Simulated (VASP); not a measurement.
The input files of a VASP run:

INCAR:
```
# general
SYSTEM =NiSi
PREC   =Accurate
ENCUT  =400
LREAL  =.False.   # projection in real space or not
LASPH  =.True.

# electronic loop
EDIFF  =1E-7   # SCF stop (eV)
NELM   =100
ALGO   =Normal   # blocked Davidson
LMAXMIX=4   # l cut-off of mixed one-centre charges

# smearing
ISMEAR =-5   # tetrahedra, Bloechl

# functional
GGA    =PS   # PBEsol

# ions
ISIF   =2

# output
LWAVE  =.False.
LCHARG =.True.
LORBIT =11
NEDOS  =601   # DOS grid
```

**KPOINTS**
```
Automatic mesh
0
Gamma
14 14 14
0 0 0
```

### POSCAR
```
NiSi
1
   -0.0000000000     2.5412485000     2.5412485000
    2.5412485000     0.0000000000     2.5412485000
    2.5412485000     2.5412485000     0.0000000000
Ni Si
1 1
Direct
  0.0000000000   0.0000000000   0.0000000000
  0.2500000000   0.2500000000   0.2500000000
```

POTCAR, in this order: Ni Si (PBE.64 set). Program: vasp_std.

Q: Translate this PBEsol calculation to Quantum ESPRESSO's pw.x.

A: One equivalent input (not run):
```
&CONTROL
  calculation = 'scf'
  pseudo_dir = './pseudo'
  outdir = './out'
  tprnfor = .true.
  tstress = .true.
/
&SYSTEM
  ibrav = 0
  nat = 2
  ntyp = 2
  ecutwfc = 98
  occupations = 'tetrahedra'
  input_dft = 'pbesol'
/
&ELECTRONS
  conv_thr = 7.3e-09
  electron_maxstep = 100
/
ATOMIC_SPECIES
  Ni 58.693 Ni.upf
  Si 28.085 Si.upf
CELL_PARAMETERS angstrom
    -0.0000000    2.5412485    2.5412485
     2.5412485    0.0000000    2.5412485
     2.5412485    2.5412485    0.0000000
ATOMIC_POSITIONS crystal
  Ni   0.0000000  0.0000000  0.0000000
  Si   0.2500000  0.2500000  0.2500000
K_POINTS automatic
  14 14 14 0 0 0
```
Limits of the translation: the potentials are each code's own (VASP's PAW set, PseudoDojo norm-conserving files in pw.x), so ENCUT and ecutwfc are chosen apart and not converted; conv_thr bounds pw.x's estimated SCF error, while EDIFF bounds the energy change between steps.

The structure was generated: NiSi was put into the zinc blende type (F-43m), which need not be its known phase. It was relaxed first, which changed the volume by -18 %.
